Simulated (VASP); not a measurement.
# Sc2InSb3 (P-3m1) in VASP: further runs

The runs below take Sc2InSb3 through relaxation of cell and atoms, with PBE.

All numbers are computed with VASP 6.6.1; they aren't measurements. Logs are shortened: lines on timing, memory, paths and dates and some standing lists are left out, and cuts for length are marked.

## (1) The crystal as given

The structure is trigonal, space group P-3m1 (No. 164). Conventional cell: a = 4.185 Å, b = 4.185 Å, c = 10.640 Å, α = 90.00°, β = 90.00°, γ = 120.00°. Sc (site symmetry 3m) has 6 Sb at 2.94 to 2.98 Å as nearest neighbours. In (site symmetry -3m) is surrounded by 6 Sb at 3.07 Å. Sb (site symmetry 3m) has 3 Sc at 2.98 Å and 3 In at 3.07 Å as nearest neighbours. Sb (site symmetry -3m) has 6 Sc at 2.94 Å as nearest neighbours.

The cell was built by a generator and needn't be a form met in nature.

## (2) Relaxation of cell and atoms, PBE

File INCAR:

```
SYSTEM = Sc2InSb3
ALGO = Normal
EDIFF = 1E-6
EDIFFG = -0.01
ENCUT = 520
GGA = PE
IBRION = 2
ISIF = 3
ISMEAR = 0
KPAR = 4
LASPH = .True.
LCHARG = .False.
LREAL = .False.
LWAVE = .False.
NELM = 120
NSW = 90
PREC = Accurate
SIGMA = 0.1
```

File KPOINTS:

```
k-points
0
Gamma
  8 8 4
  0 0 0
```

File POSCAR:

```
Sc2InSb3
1.0
    4.1849880500      0.0000000000      0.0000000000
   -2.0924940300      3.6243059700      0.0000000000
    0.0000000000      0.0000000000     10.6400000000
Sc In Sb
2 1 3
Direct
    0.6666666700      0.3333333300      0.6580827100
    0.3333333300      0.6666666700      0.3419172900
    0.0000000000      0.0000000000      0.0000000000
    0.3333333300      0.6666666700      0.8224624100
    0.6666666700      0.3333333300      0.1775375900
    0.0000000000      0.0000000000      0.5000000000
```

Potentials or basis: VASP PAW PBE potentials, release 64 (Sc_sv, In_d, Sb).

Started as:

```bash
$ cat potpaw_PBE.64/Sc_sv/POTCAR potpaw_PBE.64/In_d/POTCAR potpaw_PBE.64/Sb/POTCAR > POTCAR
$ mpirun -np 4 vasp_std > vasp.out
```

OUTCAR:

```text
SYSTEM = Sc2InSb3
   EDIFF = 1E-6
   EDIFFG = -0.01
   ENCUT = 520
   GGA = PE
   IBRION = 2
   ISIF = 3
   ISMEAR = 0
   LASPH = .True.
   LREAL = .False.
   NELM = 120
   NSW = 90
   PREC = Accurate

 ion  position               nearest neighbor table
   1  0.667  0.333  0.658-   6 2.94   6 2.94   6 2.94   4 2.98   4 2.98   4 2.98
   2  0.333  0.667  0.342-   6 2.94   6 2.94   6 2.94   5 2.98   5 2.98   5 2.98
   3  0.000  0.000  0.000-   4 3.07   5 3.07   5 3.07   4 3.07   5 3.07   4 3.07
   4  0.333  0.667  0.822-   1 2.98   1 2.98   1 2.98   3 3.07   3 3.07   3 3.07
   5  0.667  0.333  0.178-   2 2.98   2 2.98   2 2.98   3 3.07   3 3.07   3 3.07
   6  0.000  0.000  0.500-   1 2.94   2 2.94   1 2.94   2 2.94   1 2.94   2 2.94

  LATTYP: Found a hexagonal cell.
 ALAT       =     4.1849880500
 C/A-ratio  =     2.5424206408

  Lattice vectors:

 A1 = (   4.1849880500,   0.0000000000,   0.0000000000)
 A2 = (  -2.0924940300,   3.6243059700,   0.0000000000)
 A3 = (   0.0000000000,   0.0000000000,  10.6400000000)

Analysis of symmetry for initial positions (statically):
=====================================================================
 Subroutine PRICEL returns:
 Original cell was already a primitive cell.

 Routine SETGRP: Setting up the symmetry group for a
 hexagonal supercell.

 Subroutine GETGRP returns: Found 12 space group operations
 (whereof 12 operations were pure point group operations)
 out of a pool of 24 trial point group operations.

The static configuration has the point symmetry D_3d.

Analysis of symmetry for dynamics (positions and initial velocities):
=====================================================================
 Subroutine PRICEL returns:
 Original cell was already a primitive cell.

 Routine SETGRP: Setting up the symmetry group for a
 hexagonal supercell.

 Subroutine GETGRP returns: Found 12 space group operations
 (whereof 12 operations were pure point group operations)
 out of a pool of 24 trial point group operations.

The dynamic configuration has the point symmetry D_3d.

 Subroutine INISYM returns: Found 12 space group operations
 (whereof 12 operations are pure point group operations),
 and found     1 'primitive' translations

----------------------------------------------------------------------------------------

                                     Primitive cell

  volume of cell :     161.3841

  direct lattice vectors                    reciprocal lattice vectors
     4.184988050  0.000000000  0.000000000     0.238949308  0.137957448  0.000000000
    -2.092494030  3.624305970  0.000000000     0.000000000  0.275914895  0.000000000
     0.000000000  0.000000000 10.640000000     0.000000000  0.000000000  0.093984962

  length of vectors
     4.184988050  4.184988056 10.640000000     0.275914895  0.275914895  0.093984962

  position of ions in fractional coordinates (direct lattice)
     0.666666670  0.333333330  0.658082710
     0.333333330  0.666666670  0.341917290
     0.000000000  0.000000000  0.000000000
     0.333333330  0.666666670  0.822462410
     0.666666670  0.333333330  0.177537590
     0.000000000  0.000000000  0.500000000

  ion indices of the primitive-cell ions
   primitive index   ion index
                 1           1
                 2           2
                 3           3
                 4           4
                 5           5
                 6           6

----------------------------------------------------------------------------------------

 KPOINTS: k-points

Automatic generation of k-mesh.
 Grid dimensions read from file:
 generate k-points for:    8    8    4

 Generating k-lattice:

  Cartesian coordinates                     Fractional coordinates (reciprocal lattice)
     0.029868664  0.017244681  0.000000000     0.125000000  0.000000000  0.000000000
     0.000000000  0.034489362  0.000000000     0.000000000  0.125000000  0.000000000
     0.000000000  0.000000000  0.023496241     0.000000000  0.000000000  0.250000000

  Length of vectors
     0.034489362  0.034489362  0.023496241

  Shift w.r.t. Gamma in fractional coordinates (k-lattice)
     0.000000000  0.000000000  0.000000000

 Subroutine IBZKPT returns following result:
 ===========================================

 Found     35 irreducible k-points:

 Following reciprocal coordinates:
            Coordinates               Weight
  0.000000  0.000000  0.000000      1.000000
  0.125000  0.000000  0.000000      6.000000
  0.250000  0.000000  0.000000      6.000000
  0.375000  0.000000  0.000000      6.000000
  0.500000  0.000000  0.000000      3.000000
  0.125000  0.125000  0.000000      6.000000
[... 16 lines left out ...]
 -0.125000  0.500000  0.250000     12.000000
  0.250000  0.250000  0.250000     12.000000
 [... further k-points ...]
   k-points           NKPTS =     35   k-points in BZ     NKDIM =     35   number of bands    NBANDS=     30
   number of dos      NEDOS =    301   number of ions     NIONS =      6
   total plane-waves  NPLWV =  81920
   dimension x,y,z NGX =    32 NGY =   32 NGZ =   80
   dimension x,y,z NGXF=    64 NGYF=   64 NGZF=  160
   ions per type =               2   1   3
   NGX,Y,Z   is equivalent  to a cutoff of  12.71, 12.71, 12.50 a.u.
   NGXF,Y,Z  is equivalent  to a cutoff of  25.42, 25.42, 25.00 a.u.
 SYSTEM =  Sc2InSb3
   PREC   = accura    normal or accurate (medium, high low for compatibility)
   ISTART =      0    job   : 0-new  1-cont  2-samecut
   ICHARG =      2    charge: 1-file 2-atom 10-const
   ISPIN  =      1    spin polarized calculation?
   LNONCOLLINEAR =      F non collinear calculations
   LSORBIT =      F    spin-orbit coupling
   LASPH  =      T    aspherical Exc in radial PAW
   ENCUT  =  520.0 eV  38.22 Ry    6.18 a.u.   7.78  7.78 19.78*2*pi/ulx,y,z
   NELM   =    120;   NELMIN=  2; NELMDL= -5     # of ELM steps
   EDIFF  = 0.1E-05   stopping-criterion for ELM
   LREAL  =      F    real-space projection
   EDIFFG = -.1E-01   stopping-criterion for IOM
   NSW    =     90    number of steps for IOM
   IBRION =      2    ionic relax: 0-MD 1-quasi-New 2-CG
   NFREE  =      1    steps in history (QN), initial steepest desc. (CG)
   ISIF   =      3    stress and relaxation
   ISYM   =      2    0-nonsym 1-usesym 2-fastsym
   POTIM  = 0.5000    time-step for ionic-motion
   TEBEG  =    0.0;   TEEND  =   0.0 temperature during run
   PSTRESS=    0.0 pullay stress
   NELECT =      50.0000    total number of electrons
   NUPDOWN=      -1.0000    fix difference up-down
   EMIN   =  10.00;   EMAX   =-10.00  energy-range for DOS
   EFERMI =   0.00;   METHOD = LEGACY
   ISMEAR =     0;   SIGMA  =   0.10  broadening in eV -4-tet -1-fermi 0-gaus
   EFERMI_NEDOS =   21; number of points for ismear=-14 and -15
   IALGO  =     38    algorithm
   IMIX   =      4    mixing-type and parameters
     AMIX     =   0.40;   BMIX     =  1.00
     AMIX_MAG =   1.60;   BMIX_MAG =  1.00
  volume/ion in A,a.u.               =      26.90       181.51
  Fermi-wavevector in a.u.,A,eV,Ry     =   1.107757  2.093358 16.696064  1.227126
  Thomas-Fermi vector in A             =   2.244276
   LORBIT       =      0    0 simple, 1 ext, 2 COOP (PROOUT), +10 PAW based schemes
   GGA     = PE    functional components
   LHFCALC =     F    Hartree Fock is set to
   AEXX    =    0.0000 exact exchange contribution
   IVDW    =     0    specifies the selected vdW correction
   LEPSILON=     F    determine dielectric tensor
   LRPA    =     F    only Hartree local field effects (RPA)
 conjugate gradient relaxation of ions
 non-spin polarized calculation
 Gauss-broadening in eV      SIGMA  =   0.10
  energy-cutoff  :      520.00
  volume of cell :      161.38
 maximum number of plane-waves:      4384
 NGX is ok and might be reduce to    32
   NGX = 15   NGY = 15   NGZ = 39

--------------------------------------- Ionic step        1  -------------------------------------------

 number of electron      50.0000003 magnetization

 Free energy of the ion-electron system (eV)
  ---------------------------------------------------
  ext. energy  EPLUGINS =         0.00000000
  ---------------------------------------------------
  free energy    TOTEN  =       -30.59490634 eV

  energy without entropy =      -30.57801961  energy(sigma->0) =      -30.58646297

------------------------ aborting loop because EDIFF is reached ----------------------------------------

  FORCE on cell =-STRESS in cart. coord.  units (eV):
  Direction    XX          YY          ZZ          XY          YZ          ZX
  --------------------------------------------------------------------------------------
  -------------------------------------------------------------------------------------
  Total        0.2082356      0.2082356     -0.0074901     -0.0000000      0.0000000     -0.0000000
  in kB        2.0673061      2.0673061     -0.0743598     -0.0000000      0.0000000     -0.0000000
  external PRESSURE =       1.3534175 kB  Pullay stress =       0.0000000 kB

 VOLUME and BASIS-vectors are now :
 -----------------------------------------------------------------------------
  energy-cutoff  :      520.00
  volume of cell :      161.38
      direct lattice vectors                 reciprocal lattice vectors
     4.184988050  0.000000000  0.000000000     0.238949308  0.137957448  0.000000000
    -2.092494030  3.624305970  0.000000000     0.000000000  0.275914895  0.000000000
     0.000000000  0.000000000 10.640000000     0.000000000  0.000000000  0.093984962
[... 281 lines left out ...]
 POSITION                                       TOTAL-FORCE (eV/Angst)
 -----------------------------------------------------------------------------------
      2.10135      1.21322      6.97472         0.000000      0.000000     -0.012056
     -0.00000      2.42643      3.61789        -0.000000     -0.000000      0.012056
      0.00000     -0.00000      0.00000        -0.000000      0.000000      0.000000
     -0.00000      2.42643      8.70123         0.000000      0.000000     -0.004203
      2.10135      1.21322      1.89137        -0.000000     -0.000000      0.004203
     -0.00000     -0.00000      5.29630        -0.000000      0.000000      0.000000
 -----------------------------------------------------------------------------------
    total drift:                                0.000000      0.000000      0.000000

  FREE ENERGIE OF THE ION-ELECTRON SYSTEM (eV)
  ---------------------------------------------------
  free  energy   TOTEN  =       -30.5963117872 eV

  energy  without entropy=      -30.5795721676  energy(sigma->0) =      -30.58794198

--------------------------------------- Ionic step        9  -------------------------------------------

 number of electron      50.0000000 magnetization

 Free energy of the ion-electron system (eV)
  ---------------------------------------------------
  ext. energy  EPLUGINS =         0.00000000
  ---------------------------------------------------
  free energy    TOTEN  =       -30.59634100 eV

  energy without entropy =      -30.57955705  energy(sigma->0) =      -30.58794903

 E-fermi :   5.9540     XC(G=0):  -9.8238

 val. band max:        5.9384881744   @ k =   0.2500   0.0000   0.0000
 cond. band min:       5.9612077023   @ k =   0.2500   0.2500   0.0000
 fundamental gap:      0.0227195280
 Fermi energy:         5.9539870395

 k-point     1 :       0.0000    0.0000    0.0000
  band No.  band energies     occupation
      1     -43.8763      2.00000
      2     -43.8750      2.00000
      3     -22.5245      2.00000
      4     -22.5041      2.00000
      5     -22.4938      2.00000
      6     -22.4938      2.00000
[... 781 lines left out ...]
     29       7.9601      0.00000
     30       8.0451      0.00000

 [... further k-points ...]
[... 5 lines left out ...]
  --------------------------------------------------------------------------------------
  -------------------------------------------------------------------------------------
  Total       -0.0065447     -0.0065447      0.0164425      0.0000000      0.0000000     -0.0000000
  in kB       -0.0647503     -0.0647503      0.1626751      0.0000000      0.0000000     -0.0000000
  external PRESSURE =       0.0110581 kB  Pullay stress =       0.0000000 kB

 VOLUME and BASIS-vectors are now :
 -----------------------------------------------------------------------------
  energy-cutoff  :      520.00
  volume of cell :      161.94
      direct lattice vectors                 reciprocal lattice vectors
     4.202672712 -0.000000000 -0.000000000     0.237943820  0.137376929  0.000000000
    -2.101336361  3.639621337 -0.000000000     0.000000000  0.274753857  0.000000000
    -0.000000000 -0.000000000 10.587096696     0.000000000  0.000000000  0.094454602

 POSITION                                       TOTAL-FORCE (eV/Angst)
 -----------------------------------------------------------------------------------
      2.10134      1.21321      6.96971         0.000000      0.000000     -0.004277
     -0.00000      2.42641      3.61739        -0.000000     -0.000000      0.004277
      2.10134      3.63962     -0.00000        -0.000000      0.000000     -0.000000
     -0.00000      2.42641      8.69555         0.000000      0.000000     -0.001876
      2.10134      1.21321      1.89154        -0.000000     -0.000000      0.001876
      2.10134      3.63962      5.29355        -0.000000     -0.000000     -0.000000
 -----------------------------------------------------------------------------------
    total drift:                                0.000000     -0.000000     -0.000000

  FREE ENERGIE OF THE ION-ELECTRON SYSTEM (eV)
  ---------------------------------------------------
  free  energy   TOTEN  =       -30.5963410050 eV

  energy  without entropy=      -30.5795570513  energy(sigma->0) =      -30.58794903

 reached required accuracy - stopping structural energy minimisation
```

Wall time 3.6 min (4 MPI ranks of Intel Xeon Platinum 8488C (Sapphire Rapids), shared host); peak memory 0.4 GiB.

What came out:

```yaml
Free_energy: -30.5963 eV
Relaxed_volume: 26.99 Å³/atom
Relaxed_cell: a = 4.203 Å, b = 4.203 Å, c = 10.587 Å, α = 90.00°, β = 90.00°, γ = 120.00°
Space_group_after_relaxing_to_0.05_Å: P-3m1 (No. 164)
Energy_gained_by_relaxing: 0.2 meV/atom
Ionic_steps: 9
Pressure_after_relaxing: 0.0 GPa
Largest_force_after_relaxing: 0.004 eV/Å
Band_gap_on_the_k_mesh: none (metal or under the smearing width)
```

Forces in eV/Å, atoms in the order of the input:
```
Sc   0.000  0.000 -0.004
Sc   0.000  0.000  0.004
In   0.000  0.000  0.000
Sb   0.000  0.000 -0.002
Sb   0.000  0.000  0.002
Sb   0.000  0.000  0.000
```

Step by step:
| step | energy change (eV) | largest force (eV/Å) | pressure (GPa) | volume (Å³) |
| --- | --- | --- | --- | --- |
| 1 | 0.0000 | 0.0421 | 0.14 | 161.38 |
| 2 | -0.0007 | 0.0377 | -0.03 | 161.92 |
| 3 | -0.0007 | 0.0357 | -0.10 | 162.10 |
| 4 | -0.0012 | 0.0216 | -0.03 | 161.97 |
| 5 | -0.0013 | 0.0261 | 0.07 | 161.75 |
| 6 | -0.0013 | 0.0177 | 0.03 | 161.82 |
| 7 | -0.0014 | 0.0136 | 0.00 | 161.94 |
| 8 | -0.0014 | 0.0121 | -0.03 | 162.03 |
| 9 | -0.0014 | 0.0043 | 0.00 | 161.94 |

Final structure:
```yaml
crystal:
  lattice:
    - [4.20267, 0.00000, 0.00000]
    - [-2.10134, 3.63962, 0.00000]
    - [0.00000, 0.00000, 10.58710]
  atoms:
    - { symbol: Sc, position: [0.66667, 0.33333, 0.65832] }
    - { symbol: Sc, position: [0.33333, 0.66667, 0.34168] }
    - { symbol: In, position: [0.00000, 0.00000, 0.00000] }
    - { symbol: Sb, position: [0.33333, 0.66667, 0.82134] }
    - { symbol: Sb, position: [0.66667, 0.33333, 0.17866] }
    - { symbol: Sb, position: [0.00000, 0.00000, 0.50000] }
```

Levels at points of the mesh, in eV from the Fermi level:
```
           k point  band 23  band 24  band 25  band 26  band 27  band 28
(0.00, 0.00, 0.00)     0.58     0.75     0.94     0.94     1.13     1.13
(0.50, 0.00, 0.00)    -1.32    -1.09    -0.52    -0.49     0.65     1.58
(0.00, 0.00, 0.50)    -0.29     1.12     1.12     1.13     1.13     1.47
(0.50, 0.00, 0.50)    -1.30    -1.02    -0.32     0.43     0.71     1.50
```

## (3) Relaxation of cell and atoms, PBE

This run uses another cell than the first one, of 26.99 Å³/atom, 1.003 times its volume.

Edit INCAR of step 2 so:

```diff
@@ -2,4 +2,4 @@
 ALGO = Normal
-EDIFF = 1E-6
-EDIFFG = -0.01
+EDIFF = 1E-7
+EDIFFG = -0.005
 ENCUT = 520
@@ -15,3 +15,4 @@
 NELM = 120
-NSW = 90
+NSW = 60
+POTIM = 0.3
 PREC = Accurate
```

KPOINTS is that of step 2.

File POSCAR:

```
Sc2InSb3                                
1.0
    4.2026727122     -0.0000000000     -0.0000000000
   -2.1013363611      3.6396213368     -0.0000000000
   -0.0000000000     -0.0000000000     10.5870966958
  Sc              In              Sb            
     2     1     3
Direct
     0.6666666699999979    0.3333333300000021    0.6583208062540803
     0.3333333300000021    0.6666666699999979    0.3416791937459197
     1.0000000000000000    1.0000000000000000    0.0000000000000000
     0.3333333300000021    0.6666666699999979    0.8213350355586081
     0.6666666699999979    0.3333333300000021    0.1786649644413919
     1.0000000000000000    1.0000000000000000    0.5000000000000000
```

Potentials or basis: VASP PAW PBE potentials, release 64 (Sc_sv, In_d, Sb).

Started as:

```bash
$ cat potpaw_PBE.64/Sc_sv/POTCAR potpaw_PBE.64/In_d/POTCAR potpaw_PBE.64/Sb/POTCAR > POTCAR
$ mpirun -np 4 vasp_std > vasp.out
```

Wall time 46 s (4 MPI ranks of Intel Xeon Platinum 8488C (Sapphire Rapids), shared host); peak memory 0.38 GiB.

It converged, with:

* Free energy: -30.5965 eV
* Pressure after relaxing: 0.0 GPa
* Largest force after relaxing: 0.004 eV/Å
* Band gap on the k mesh: none (metal or under the smearing width)

Forces in eV/Å, atoms in the order of the input:
```
Sc   0.000  0.000 -0.004
Sc   0.000  0.000  0.004
In   0.000  0.000  0.000
Sb   0.000  0.000 -0.002
Sb   0.000  0.000  0.002
Sb   0.000  0.000  0.000
```

Final structure:
```xyz
6
Lattice="4.2027 0.0000 0.0000 -2.1013 3.6396 0.0000 0.0000 0.0000 10.5871" Properties=species:S:1:pos:R:3 pbc="T T T"
Sc    2.1013    1.2132    6.9697
Sc    0.0000    2.4264    3.6174
In    0.0000    0.0000    0.0000
Sb    0.0000    2.4264    8.6956
Sb    2.1013    1.2132    1.8915
Sb    0.0000    0.0000    5.2935
```

Levels at points of the mesh, in eV from the Fermi level:
```csv
k point,band 23,band 24,band 25,band 26,band 27,band 28
"(0.00, 0.00, 0.00)",0.58,0.75,0.94,0.94,1.13,1.13
"(0.50, 0.00, 0.00)",-1.32,-1.09,-0.52,-0.49,0.65,1.58
"(0.00, 0.00, 0.50)",-0.29,1.12,1.12,1.13,1.13,1.47
"(0.50, 0.00, 0.50)",-1.30,-1.02,-0.32,0.43,0.71,1.50
```

Caveat: the relaxation stopped at its first step, so nothing moved. The run has no spin-orbit coupling, so splittings on Sb are missing.
